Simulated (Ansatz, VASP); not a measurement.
# GaAs: VASP beside Ansatz, part 2 of 2

Aim: how closely do two programs agree when they are given the same cell, functional and k mesh? The cell is taken from a series of runs on this material, whose earlier steps may have relaxed, scaled, displaced or heated it; both programs get it as it stands.

VASP 6.6.1 and Ansatz 0.2.0.

So far: The structure; VASP: zone-centre phonons, LDA.

**3. Ansatz: zone-centre phonons, LDA**

Level of this step: Ansatz beside VASP: Kohn-Sham DFT, plane waves, LDA (Ansatz).

Ansatz runs on norm-conserving files, of PseudoDojo where its log says so.

The same cell, functional (in two slightly different forms) and mesh now go to Ansatz.

input.yaml

```yaml
crystal:
  lattice:
    - [-2.800288635, 0.0, 2.800288635]
    - [0.0, 2.800288635, 2.800288635]
    - [-2.800288635, 2.800288635, 0.0]
  atoms:
    - { symbol: Ga, position: [0.0, 0.0, 0.0] }
    - { symbol: As, position: [0.25, 0.25, 0.25] }
kpoints:
  mp_grid: { grid: [8, 8, 8] }
hamiltonian:
  xc: lda
  pseudopotentials: { kind: nc, accuracy: standard }
scf:
  occupations: { method: fixed }
output:
  eigenvalues: true
basis:
  ecutwfc: 1088.455
phonons:
  method: dfpt
  dielectric: true
  rigid_motions: translations
  qmesh: [2, 2, 2]
  temperatures: { t_max: 1000, t_step: 50 }
  qpath:
    path:
      - [[0.0, 0.0, 0.0], [0.0, 0.5, 0.5], [0.0, 0.625, 0.375]]
      - [[-0.375, 0.375, 0.0], [0.0, 0.0, 0.0], [0.0, 0.5, 0.0], [-0.25, 0.5, 0.25], [0.0, 0.5, 0.5]]
    npoints: 12
```

On the command line:

```sh
$ ansatz run input.yaml --threads 4 --pin off --max-ram 16384MiB --backend cpu --events-out ev --progress --plain --runs-dir out
```

The program printed:

```text
Warning: basis.ecutwfc = 1088.455 eV is below the records' recommended 1088.45545 eV, and the density's cutoff is lower with it unless basis.ecutrho_ratio is high enough to keep the records' density cutoff: compare with a run at a higher cutoff
Warning: phonons: the dynamical matrix that this run interpolates holds no multipole term above the dipole-dipole one, and a site of this crystal is no centre of inversion, so its interpolated transverse optical and acoustic branches and sound speeds can stay off near Gamma, and the density of states and the thermodynamics with them. What a run solves at a wave vector of phonons.qpoints, Gamma apart, where the deck admits one, is free of this, and under fd what a larger phonons.supercell samples
Engine: ansatz 0.2.0, aarch64-unknown-linux-gnu
Pseudopotentials: kind: nc
Pseudopotential: Ga, nc, valence charge 13, recommended cutoff 1088.45545 eV (normal), Ga.nc.azcp (PseudoDojo's, or run here from an input of PseudoDojo's; its table is named by hamiltonian.pseudopotentials.accuracy)
Pseudopotential: As, nc, valence charge 15, recommended cutoff 1088.45545 eV (normal), As.nc.azcp (PseudoDojo's, or run here from an input of PseudoDojo's; its table is named by hamiltonian.pseudopotentials.accuracy)
Functional definition: SPW92
  exchange = slater_x
  correlation = pw_c
Crystal: 2 atoms, lattice volume = 43.918 Å³
Basis set: ecut = 1088.455 eV, 3527 PW (Γ), exchange–correlation on 90×90×90 points (8 copies of the dense FFT grid, shifted against one another)
Bands: 18, of which v1, the nominal top of the filled ones, is band 14 counted from 1 (13 counted from 0)
Symmetry: 24 space group operations
k-points: 95 of 512 (irreducible under 4 space group operations, time reversal used)
Non-local potential: Ga, projectors of the file, l = 0: 2, l = 1: 2, l = 2: 2
Non-local potential: As, projectors of the file, l = 0: 2, l = 1: 2, l = 2: 2
Initial density: superposition of atomic densities (chi_scale 0.1, normalization cell, long waves kept (reshape's long-wave potential 0.00 eV rms))
Initial wavefunctions: pseudopotential atomic-orbital guess
Functional: x = slater, c = lda
SCF iter   1: F=—  HF=-4962.478729 eV  |F-HF|=—  |Δ(HF+E_count)|=         —  Δρ=3.61e-2  dr2=4.36e-1  ethr=3.10e-3  ⟨swp⟩=4.5  Hψ=7250  notcnv=0  defer=171
preconditioner: auto → none  [insulator: Δε(μ)=0.546 eV  Ē_g=15.846 eV  n_scr=14 (ndim 8)  ℏωp=23.8 eV  f_vac=0.000  ε∞_Penn≈3.3]
SCF iter   2: F=—  HF=-4962.348955 eV  |F-HF|=—  |Δ(HF+E_count)|=   1.30e-1  Δρ=1.50e-2  dr2=7.29e-2  ethr=1.56e-3  ⟨swp⟩=2.0  Hψ=2677  notcnv=0  defer=173
SCF iter   3: F=—  HF=-4962.330835 eV  |F-HF|=—  |Δ(HF+E_count)|=   1.81e-2  Δρ=3.42e-3  dr2=4.20e-3  ethr=2.60e-4  ⟨swp⟩=3.0  Hψ=3246  notcnv=0  defer=176
SCF iter   4: F=—  HF=-4962.329352 eV  |F-HF|=—  |Δ(HF+E_count)|=   1.48e-3  Δρ=1.22e-3  dr2=1.54e-4  ethr=1.50e-5  ⟨swp⟩=3.1  Hψ=2701  notcnv=0  defer=180
SCF iter   5: F=—  HF=-4962.329316 eV  |F-HF|=—  |Δ(HF+E_count)|=   3.65e-5  Δρ=1.27e-4  dr2=3.11e-6  ethr=5.51e-7  ⟨swp⟩=2.6  Hψ=2792  notcnv=0  defer=180
SCF iter   6: F=—  HF=-4962.329408 eV  |F-HF|=—  |Δ(HF+E_count)|=   9.20e-5  Δρ=1.85e-5  dr2=5.44e-8  ethr=1.11e-8  ⟨swp⟩=2.2  Hψ=2972  notcnv=0  defer=178
SCF iter   7: F=—  HF=-4962.329408 eV  |F-HF|=—  |Δ(HF+E_count)|=   7.53e-9  Δρ=3.60e-6  dr2=2.10e-9  ethr=1.94e-10  ⟨swp⟩=2.0  Hψ=2565  notcnv=0  defer=178
SCF iter   8: F=-4962.329408 eV  HF=-4962.329408 eV  |F-HF|=2.00e-11  |Δ(HF+E_count)|=  1.27e-10  Δρ=9.75e-7  dr2=8.40e-11  ethr=1.00e-12  ⟨swp⟩=9.9  Hψ=11572  notcnv=0
SCF 1 converged in 8 iterations: F = -4962.329408 eV  dr2 = 8.40e-11
DFPT response loops at Γ: preconditioner auto → none (the input reference at scf.mixing.eps_inf says where Resta's filter doesn't serve); β = 0.50; Broyden in place of MSR1
── the response to a field inside a basis, on 10×10×10 k-points: an SCF that follows is theirs, and a resumed run solves both again ──
Bands: 15, of which v1, the nominal top of the filled ones, is band 14 counted from 1 (13 counted from 0)
k-points: 110
Initial density: handed on by an earlier stage of this run
Initial wavefunctions: pseudopotential atomic-orbital guess (no wavefunctions were taken with the density)
Eigensolver: Dense (110 Hₖ)
SCF iter   1: F=—  HF=-4962.326761 eV  |F-HF|=—  |Δ(HF+E_count)|=         —  Δρ=2.45e-4  dr2=1.99e-5  ethr=1.00e-1
preconditioner: auto → none  [insulator: Δε(μ)=0.527 eV  Ē_g=13.126 eV  n_scr=14 (ndim 8)  ℏωp=23.8 eV  f_vac=0.067  ε∞_Penn≈4.3]
SCF iter   2: F=—  HF=-4962.326756 eV  |F-HF|=—  |Δ(HF+E_count)|=   5.43e-6  Δρ=1.07e-4  dr2=1.46e-6  ethr=7.12e-8
SCF iter   3: F=—  HF=-4962.326756 eV  |F-HF|=—  |Δ(HF+E_count)|=   1.66e-7  Δρ=4.33e-5  dr2=2.10e-7  ethr=5.20e-9
SCF iter   4: F=-4962.326756 eV  HF=-4962.326756 eV  |F-HF|=3.42e-10  |Δ(HF+E_count)|=   4.55e-9  Δρ=8.37e-6  dr2=4.52e-9  ethr=7.49e-10
SCF 1 converged in 4 iterations: F = -4962.326756 eV  dr2 = 4.52e-9
DFPT response loops at Γ: mixed as the last ones told, above
WARN: field response: ε∞ stands inside a basis, on 10×10×10 points; the force constants stand on the 8×8×8 k-mesh, whose period is 8.78 times the interband length at k = (0.0000, 0.0000, 0.0000), direct gap 0.493 eV, under 14: take them and everything formed from them as unconverged, and compare with a denser kpoints.mp_grid
NSCF: frozen V_eff on 29 k-points
NSCF: frozen V_eff on 300 k-points
DFPT response loops at q = (0, 0, -0.5) (fractional): preconditioner auto → Resta (q_TF=auto, 2.531 Å⁻¹)  ε∞=11.0 (no band partly filled); β = 1.00, the filter's whole step (`scf.mixing.beta` (0.50) is not read by the response loops at its default; to damp them type it under 1.00, their step now; it binds the ground state too); Broyden in place of MSR1
NSCF: frozen V_eff on 190 k-points
DFPT response loops at q = (0, -0.5, -0.5) (fractional): mixed as the last ones told, above
SCF converged after 8 iterations
Free energy (F): -4962.329408 eV
Harris-Foulkes:  -4962.329408 eV  (|F-HF|=2.00e-11)
Internal energy: -4962.329408 eV  (E = F + TS)
E sigma→0 (E₀):  -4962.329408 eV
Fermi energy:    8.892458 eV
--- Per-component energies (eV) ---
  E_band       = -297.237794
  E_kinetic    = 3771.351990
  E_local      = -3939.608741  (includes V_loc(G=0)·N_el)
  E_nonlocal   = -2417.820558
  E_hartree    = 1544.666146
  E_xc         = -1196.592421
  E_vxc        = -800.492765  (∫ρ·V_xc dr)
  E_ewald      = -2724.325824
  E_smearing   = -0.000000  (= −TS)
  E_closure    = 0.000000  (closes the sum)
  Σ components = -4962.329408   (vs F -4962.329408, Δ=0.00e0)
--- Band table (eV; the first three rows and the last of 95) ---
  k-point 0: bands = [... 10 lower, -4.0991, 8.8925, 8.8925, 8.8925, 9.3853, 12.5932, 12.5932, 12.5932]
  k-point 1: bands = [... 10 lower, -3.9093, 6.8698, 8.6445, 8.6445, 10.4665, 12.9538, 12.9538, 13.0605]
  k-point 2: bands = [... 10 lower, -3.3792, 4.6340, 8.1845, 8.1845, 10.2875, 13.4819, 13.4819, 14.8474]
  k-point 94: bands = [... 10 lower, -1.4828, 1.8831, 6.1092, 6.1092, 10.1973, 10.4392, 19.1649, 19.1649]
--- Phonons (Γ-DFPT): 2 representative perturbations + reference, on 95 of 512 k-points (Σ response iterations 7) ---
  k mesh reduced under 4 symmetry operations, with k and −k counted as one. Each operation leaves every solved perturbation unchanged. A smaller set is not considered because the run solves the response to a homogeneous field
  ASR residual: 3.419e-4 → 0.000e0 eV/Å²; symmetrization residual: 1.630e-4 eV/Å²
  ASR residual per site (eV/Å²): 3.42e-4 3.38e-4
  Γ frequencies (cm⁻¹): 0.00 0.00 0.00 269.40 269.40 269.40
  ε∞ (high-frequency dielectric tensor):
       13.991439    -0.000000     0.000000
       -0.000000    13.991439    -0.000000
        0.000000    -0.000000    13.991439
  ε⁰ (static dielectric tensor: ions relaxed, cell fixed):
       15.793884    -0.000000     0.000000
       -0.000000    15.793884    -0.000000
        0.000000    -0.000000    15.793884
  ε⁰ − ε∞ (ionic part):
        1.802446    -0.000000     0.000000
       -0.000000     1.802446    -0.000000
        0.000000    -0.000000     1.802446
  softest optical mode at Γ: 269.40 cm⁻¹; the repairs (sum rule, projections) moved no ω² at Γ by more than (2.27 cm⁻¹)²
  Born effective charges Z* (e; rows j = field, columns β = displacement):
    site 0:
         2.05343   -0.00000   -0.00000
        -0.00000    2.05343   -0.00000
         0.00000    0.00000    2.05343
    site 1:
        -2.05343    0.00000    0.00000
         0.00000   -2.05343    0.00000
        -0.00000   -0.00000   -2.05343
  Z* charge neutrality: 9.175e-4 e pre-enforcement
  solved inside a basis spanned on kpoints, on 10×10×10 k-points transformed towards the longest dipole: ε∞ is read to err by 4.2e-2, Z* by 1.6e-2 e (field_mesh: kpoints solves on kpoints); Z* is corrected for what the basis lacks
  optical modes at Γ without the LO–TO term, one row a degenerate level:
      ω (cm⁻¹)  modes    IR ((D/Å)²/amu)
        269.40      3             8.0810
  optical modes at Γ + LO–TO along q̂ = [1.0000, 0.0000, 0.0000]:
      ω (cm⁻¹)  modes    IR ((D/Å)²/amu)
        269.40      2             5.3873
        286.23      1             2.6937
  optical modes at Γ + LO–TO along q̂ = [0.0000, 1.0000, 0.0000]:
      ω (cm⁻¹)  modes    IR ((D/Å)²/amu)
        269.40      2             5.3873
        286.23      1             2.6937
  optical modes at Γ + LO–TO along q̂ = [0.0000, 0.0000, 1.0000]:
      ω (cm⁻¹)  modes    IR ((D/Å)²/amu)
        269.40      2             5.3873
        286.23      1             2.6937
--- Phonons (arbitrary-q DFPT): 3 irreducible q on the 2×2×2 mesh ---
  q = [0.0000, 0.0000, 0.0000] (star 1, of the zone-centre solve; hermiticity 3.38e-5, symmetrization 9.86e-15): -0.00 -0.00 -0.00 269.40 269.40 269.40
  q = [0.0000, 0.0000, -0.5000] (star 4, 2 solved perturbations on 150 of 512 k-point pairs; hermiticity 6.76e-6, symmetrization 3.46e-12): 59.25 59.25 206.15 237.03 262.08 262.08
  q = [0.0000, -0.5000, -0.5000] (star 3, 4 solved perturbations in 308 linear systems a pass and spin channel, the states on 95 of 512 k-point pairs; hermiticity 5.67e-8, symmetrization 1.53e-12): 75.64 75.64 221.05 236.32 253.72 253.72
  sum rule: each row above includes the acoustic sum rule's correction from the zone centre's row sums; it moved no ω² by more than (1.15 cm⁻¹)²
  mesh force constants: q→R imaginary residual 1.54e-17; ASR residual 3.419e-4 → 0.000e0 eV/Å²; symmetrization residual 7.105e-15 eV/Å²
  interpolated dispersion: 75 rows × 6 modes
  density of states and harmonic sums: on the 20×20×20 q-mesh, interpolated from the force constants of a 2×2×2 supercell (with the dipole–dipole term)
  largest difference from the sums on the solved wave vectors: F 6.59e-2 eV, S 9.82e-5 and C_V 3.23e-5 eV/K
  zero-point energy: 0.067809 eV/cell   skipped modes (ω ≤ 0): 3   left out of the sums: 6.25e-5 of the cell's modes: C_V's classical limit lies that fraction below 3 k_B per atom; for a crystal, a wire or a layer, F and S can be off by more, and a phonons.interpolated_qmesh denser along its periods is the remedy for the sampling
```

The column dr2 measures how far the density is from self-consistency, as an energy; F and HF (Harris–Foulkes) agree once it is small.

**4. Comparison**

Known differences besides the potentials themselves: fixed occupations in Ansatz, narrow Gaussian smearing in VASP; VASP's run holds the zone centre alone; VASP's response is taken on the typed mesh, Ansatz refines its own for the field response alone; the data sets hold 28 valence electrons in Ansatz (on norm-conserving files, of PseudoDojo where its log says so) and 18 in VASP; the cutoff is 1088.45 eV in Ansatz and 500 eV in VASP; VASP's log shows a relativistic correction to its local exchange, Ansatz's none. Total energies have different zeros and are not compared.

Both answers:

| quantity | Ansatz | VASP | difference |
| --- | --- | --- | --- |
| ε∞ xx | 13.99 | 28.01 | -50.05 % |
| ε∞ yy | 13.99 | 28.01 | -50.05 % |
| ε∞ zz | 13.99 | 28.01 | -50.05 % |
| Born charge of Ga1 (mean of the diagonal) (e) | 2.05 | 2.21 | -0.16 |
| Born charge of As2 (mean of the diagonal) (e) | -2.05 | -2.21 | +0.16 |
| optical mode 1 to 3 (cm⁻¹) | 269.4 | 271.4 | -0.74 % |

Modes are paired by rising frequency, not by their patterns, so a pair may set unlike modes beside each other; they are those without the splitting of longitudinal modes.

**5. Further runs**

Further runs change the set-up of one program: Ansatz's method, potentials or start, or VASP's data sets, cutoff or form of LDA. The table gives Ansatz less VASP for each quantity, since a change that brings one quantity closer may part another.

| run | ε∞ xx (%) | ε∞ yy (%) | ε∞ zz (%) | optical mode 1 to 3 (%) | Born charge of Ga1 (mean of the diagonal) (e) | Born charge of As2 (mean of the diagonal) (e) |
| --- | --- | --- | --- | --- | --- | --- |
| as above | -50 | -50 | -50 | -0.74 | -0.16 | 0.16 |
| VASP with the data sets Ga_d and As_d and a cutoff of 600 eV | -51 | -51 | -51 | -0.27 | -0.18 | 0.18 |

**6. Outcome**

* difference in ε∞ xx (zone-centre phonons, LDA): -50 %

In words: The difference in ε∞ xx is -50 % (zone-centre phonons, LDA), beyond the 5 % picked in this series as the mark of a large difference. The data sets hold unlike numbers of valence electrons (28 in Ansatz and 18 in VASP), so part of the differences comes from the potentials. Zone-centre phonons, LDA, VASP with the data sets Ga_d and As_d and a cutoff of 600 eV: the difference in optical mode 1 to 3 goes from -0.74 to -0.27 %. Such differences can come from data sets, numerical settings and the points named under the comparisons, not from the functional's error against experiment.

[Lines on the potential files, build, host, timing and source positions are cut from VASP's logs without a mark.]

[Logs are printed without paths, hosts, clocks, repeated set-up lines and the standing remarks that a program may print on its own settings, such as how far it seeks lower states.]

[Hosts, paths, dates, database ids (printed as entryN), source tags and the programs' standing remarks are cut or masked in the printed files.]
